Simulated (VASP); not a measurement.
Data:

```
CELL_PARAMETERS angstrom
      1.78791    -3.09676     0.00000
      1.78791     3.09676     0.00000
      0.00000     0.00000     8.03494
ATOMIC_POSITIONS crystal
  Ti 0.00000 0.00000 0.00000
  Se 0.33333 0.66667 0.19273
  Se 0.66667 0.33333 0.80727
```

The numbers are results of revPBE GGA, VASP's PBE PAW potentials (set 64) (plane waves; VASP), not measurements. Settings: 520 eV cut-off, 11×11×5 Γ-centred mesh, tetrahedra with Blöchl corrections, potentials Ti_sv Se.

The cores are frozen, which limits the accuracy of field gradients. Without a dispersion term in the relaxation, distances and binding between the weakly bound layers, chains or molecules are unreliable, and so is what depends on them.

Give the principal components of the electric field gradient (V/Å²) and the asymmetry η at each nucleus.

```
atom   Vxx   Vyy    Vzz     η
----  ----  ----  -----  ----
Ti1   11.3  11.3  -22.6  0.00
Se2   27.4  27.4  -54.7  0.00
Se3   27.4  27.4  -54.7  0.00
```

The compound is TiSe2 in the 1T layered structure. It was relaxed first, which changed the volume by +36 %.
